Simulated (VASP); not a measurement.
La₂O₃ (a-type) relaxed at rising pressure, in one space group throughout; other phases were not tried. The pressures are those reached. Calculation: LDA (Ceperley-Alder, Perdew-Zunger), VASP's LDA PAW potentials (set 64) (plane waves; VASP 6.6.1).

```
P (GPa)  V (Å³/atom)  k-mesh
-------  -----------  ------
-0.02         15.515   7×7×4
4.98          14.934   7×7×4
9.95          14.447   7×7×4
20.03         13.648   7×7×4
30.01         13.049   7×7×4
```

A change of mesh leaves a small step in the series.

Problem. Fit an equation of state and predict the volume at 45.12 GPa.

Solution. Least squares on the third-order Birch-Murnaghan form, P = (3B0/2)(y⁷ − y⁵)[1 + (3/4)(B′ − 4)(y² − 1)] with y = (V0/V)^(1/3), gives V0 = 15.518 Å³/atom, B0 = 118 GPa and B′ = 4.4, and so 12.328 Å³/atom. The run gave 12.356 Å³/atom, +0.2 % from the fit.

Pressures at which the relaxation failed are left out.

The compound is La2O3 in the a-type structure.
